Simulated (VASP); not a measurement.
ZnS (relaxed from the zinc blende structure, space group F-43m) relaxed at rising pressure, in one space group throughout; other phases were not tried. The pressures are those reached. Level of theory: PBEsol GGA, VASP's PBE PAW potentials (set 64) (plane waves; VASP).

| P (GPa) | V (Å³/atom) | k-mesh |
|---|---|---|
| -0.07 | 19.285 | 9×9×9 |
| 5.02 | 18.208 | 9×9×9 |
| 9.98 | 17.405 | 9×9×9 |
| 19.98 | 16.200 | 9×9×9 |
| 29.95 | 15.318 | 9×9×9 |

Problem. Fit an equation of state and predict the volume at 44.92 GPa.

Solution. Least squares on the third-order Birch-Murnaghan form, P = (3B0/2)(y⁷ − y⁵)[1 + (3/4)(B′ − 4)(y² − 1)] with y = (V0/V)^(1/3), gives V0 = 19.267 Å³/atom, B0 = 78 GPa and B′ = 4.4, and so 14.329 Å³/atom. The run gave 14.326 Å³/atom, -0.0 % from the fit.

Pressures at which the relaxation failed are left out.

The structure was generated: ZnS was put into the zinc blende type (F-43m), which need not be its known phase.
